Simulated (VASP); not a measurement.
Computed with r2SCAN meta-GGA, VASP's PBE PAW potentials (set 64) (plane waves; VASP).

VASP ran on this input.

**INCAR**
```
SYSTEM = Hg
PREC = Accurate; ENCUT = 400; LREAL = .False.
LASPH = .True.
EDIFF = 1E-6; NELM = 100; ALGO = Normal
LMAXMIX = 6; LMIXTAU = .True.
ISMEAR = 1; SIGMA = 0.1
METAGGA = R2SCAN
IBRION = 2; NSW = 60; ISIF = 3
EDIFFG = -0.01
LWAVE = .False.; LCHARG = .False.
```

File POSCAR:
```
Hg
1.0
 -1.8018500000   1.8018500000   1.8018500000
  1.8018500000  -1.8018500000   1.8018500000
  1.8018500000   1.8018500000  -1.8018500000
Hg
1
Cartesian
  0.0000000000   0.0000000000   0.0000000000
```

File KPOINTS:
```
kpoints
0
G
  13 13 13
0 0 0
```

POTCAR, in this order: Hg (PBE.64 set). Program: vasp_std.

What VASP printed:

OUTCAR:
```
 ion  position               nearest neighbor table
   1  0.000  0.000  0.000-
  LATTYP: Found a body centered cubic cell.
 ALAT       =     3.6037000000
 Subroutine PRICEL returns:
 Original cell was already a primitive cell.
 Subroutine GETGRP returns: Found 48 space group operations
The static configuration has the point symmetry O_h .
The dynamic configuration has the point symmetry O_h .
 Subroutine INISYM returns: Found 48 space group operations
 Subroutine IBZKPT returns following result:
 Found     84 irreducible k-points:

 Following reciprocal coordinates:
            Coordinates               Weight
  0.000000  0.000000  0.000000      1.000000
  0.076923  0.000000  0.000000     12.000000
  0.153846  0.000000  0.000000     12.000000
  0.230769  0.000000  0.000000     12.000000
  0.307692  0.000000  0.000000     12.000000
  0.384615  0.000000  0.000000     12.000000
  0.461538  0.000000  0.000000     12.000000
  0.076923  0.076923  0.000000     24.000000
  0.153846  0.076923  0.000000     48.000000
  0.230769  0.076923 -0.000000     48.000000
...
```

File OSZICAR:
```
       N       E                     dE             d eps       ncg     rms          rms(c)
DAV:   1     0.161481562692E+01    0.16148E+01   -0.59428E+03  1914   0.951E+02
DAV:   2    -0.524689296971E+02   -0.54084E+02   -0.50971E+02  1724   0.222E+02
DAV:   3    -0.532438260174E+02   -0.77490E+00   -0.77447E+00  1926   0.315E+01
DAV:   4    -0.532444666060E+02   -0.64059E-03   -0.64057E-03  1862   0.879E-01
DAV:   5    -0.532444676391E+02   -0.10331E-05   -0.10331E-05  1920   0.352E-02    0.364E+00
DAV:   6    -0.491344523517E+02    0.41100E+01   -0.29556E+00  1762   0.230E+01    0.529E+00
DAV:   7    -0.493099342296E+02   -0.17548E+00   -0.12737E-01  1800   0.467E+00    0.312E+00
DAV:   8    -0.493019558888E+02    0.79783E-02   -0.85102E-02  1692   0.338E+00    0.269E-01
DAV:   9    -0.492644760524E+02    0.37480E-01   -0.86237E-02  1720   0.222E+00    0.216E-01
DAV:  10    -0.492998130094E+02   -0.35337E-01   -0.15270E-02  1706   0.112E+00    0.195E-01
DAV:  11    -0.493143642555E+02   -0.14551E-01   -0.14533E-02  1780   0.101E+00    0.900E-02
DAV:  12    -0.493144908611E+02   -0.12661E-03   -0.46654E-04  1728   0.232E-01    0.175E-02
DAV:  13    -0.493144793233E+02    0.11538E-04   -0.22678E-05  1800   0.580E-02    0.119E-02
DAV:  14    -0.493145276527E+02   -0.48329E-04   -0.42622E-05  1770   0.539E-02    0.587E-03
DAV:  15    -0.493145216998E+02    0.59530E-05   -0.84120E-06  1724   0.331E-02    0.374E-03
DAV:  16    -0.493145280883E+02   -0.63886E-05   -0.36058E-06  1794   0.193E-02    0.102E-03
DAV:  17    -0.493145278811E+02    0.20729E-06   -0.68479E-08   864   0.281E-03
   1 F= -.49314528E+02 E0= -.49314614E+02  d E =-.493145E+02
       N       E                     dE             d eps       ncg     rms          rms(c)
DAV:   1    -0.510221370458E+02   -0.17076E+01   -0.37617E+01  1812   0.850E+01    0.133E+01
DAV:   2    -0.493605166168E+02    0.16616E+01   -0.41888E+00  1786   0.260E+01    0.403E+00
DAV:   3    -0.493718675824E+02   -0.11351E-01   -0.31019E-01  1740   0.709E+00    0.410E+00
DAV:   4    -0.492779064871E+02    0.93961E-01   -0.11290E-01  1752   0.353E+00    0.684E-01
DAV:   5    -0.493200044777E+02   -0.42098E-01   -0.86454E-02  1750   0.341E+00    0.120E-01
DAV:   6    -0.493590152540E+02   -0.39011E-01   -0.20934E-02  1728   0.153E+00    0.968E-02
DAV:   7    -0.493590692799E+02   -0.54026E-04   -0.91653E-04  1838   0.324E-01    0.256E-02
DAV:   8    -0.493593729862E+02   -0.30371E-03   -0.37686E-04  1744   0.227E-01    0.326E-02
DAV:   9    -0.493595281601E+02   -0.15517E-03   -0.74993E-05  1728   0.101E-01    0.519E-03
DAV:  10    -0.493595429402E+02   -0.14780E-04   -0.46307E-06  1734   0.295E-02    0.315E-03
DAV:  11    -0.493595418850E+02    0.10552E-05   -0.31030E-07  1036   0.766E-03    0.504E-04
DAV:  12    -0.493595425509E+02   -0.66590E-06   -0.44436E-08   842   0.298E-03
   2 F= -.49359543E+02 E0= -.49359561E+02  d E =-.450147E-01
       N       E                     dE             d eps       ncg     rms          rms(c)
DAV:   1    -0.493892452629E+02   -0.29703E-01   -0.63424E-01  1816   0.107E+01    0.134E+00
DAV:   2    -0.493600554878E+02    0.29190E-01   -0.84267E-02  1798   0.384E+00    0.376E-01
DAV:   3    -0.493598699871E+02    0.18550E-03   -0.46765E-03  1716   0.860E-01    0.377E-01
DAV:   4    -0.493570244612E+02    0.28455E-02   -0.33481E-03  1734   0.600E-01    0.409E-02
DAV:   5    -0.493599188782E+02   -0.28944E-02   -0.13071E-03  1730   0.422E-01    0.996E-03
DAV:   6    -0.493599609898E+02   -0.42112E-04   -0.33672E-05  1718   0.560E-02    0.702E-03
DAV:   7    -0.493599480108E+02    0.12979E-04   -0.51630E-06  1720   0.273E-02    0.268E-03
DAV:   8    -0.493599634294E+02   -0.15419E-04   -0.57211E-06  1716   0.274E-02    0.529E-04
DAV:   9    -0.493599624635E+02    0.96589E-06   -0.13722E-07   888   0.507E-03
   3 F= -.49359962E+02 E0= -.49360001E+02  d E =-.454346E-01
```

**OUTCAR**
```
------------------------ aborting loop because EDIFF is reached ----------------------------------------
  FORCE on cell =-STRESS in cart. coord.  units (eV):
  Direction    XX          YY          ZZ          XY          YZ          ZX
  --------------------------------------------------------------------------------------
  Total       -0.0066718     -0.0066718     -0.0066718      0.0000000     -0.0000000      0.0000000
  in kB       -0.4026362     -0.4026362     -0.4026362      0.0000000     -0.0000000      0.0000000
  external PRESSURE =      -0.4026362 kB  Pullay stress =       0.0000000 kB
  volume of cell :       26.55
      direct lattice vectors                 reciprocal lattice vectors
    -1.879293505  1.879293505  1.879293505     0.000000000  0.266057430  0.266057430
     1.879293505 -1.879293505  1.879293505     0.266057430  0.000000000  0.266057430
     1.879293505  1.879293505 -1.879293505     0.266057430  0.266057430  0.000000000
 POSITION                                       TOTAL-FORCE (eV/Angst)
 -----------------------------------------------------------------------------------
      0.00000      0.00000      0.00000         0.000000      0.000000     -0.000000
 -----------------------------------------------------------------------------------
    total drift:                                0.000000     -0.000000      0.000000
  FREE ENERGIE OF THE ION-ELECTRON SYSTEM (eV)
  ---------------------------------------------------
  free  energy   TOTEN  =       -49.3599624635 eV

  energy  without entropy=      -49.3600773175  energy(sigma->0) =      -49.36000075

 reached required accuracy - stopping structural energy minimisation
```
(Selected blocks of OUTCAR.)

**CONTCAR**
```
Hg
   1.00000000000000
    -1.8792935046645651    1.8792935046645651    1.8792935046645651
     1.8792935046645651   -1.8792935046645651    1.8792935046645651
     1.8792935046645651    1.8792935046645651   -1.8792935046645651
  Hg
     1
Direct
     0.0000000000000000    0.0000000000000000    0.0000000000000000
```

Energy and stress use the plane-wave basis of the starting cell.

The structure was generated: Hg was put into the bcc type (Im-3m), which need not be its known phase. This run relaxes it. Symmetry was kept, so distortions that lower it aren't found.
